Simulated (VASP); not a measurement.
Shape and ions are relaxed at each volume.

Energy against volume of TiAl (L1_0). Computed with optB88-vdW, VASP's PBE PAW potentials (set 64) (plane waves; VASP 6.6.1).

| V (Å³/atom) | E (eV/atom) |
|---|---|
| 15.167 | -3.91734 |
| 15.651 | -3.93462 |
| 16.136 | -3.93996 |
| 16.620 | -3.93498 |
| 17.104 | -3.92113 |

Problem. Fit a third-order Birch-Murnaghan equation of state.

Solution. 
```yaml
volume_per_atom: 16.13 Å³/atom
bulk_modulus: 1140 kbar
pressure_derivative_of_the_bulk_modulus: 3.94
```

The compound is TiAl in the L1_0 structure. It was relaxed first.
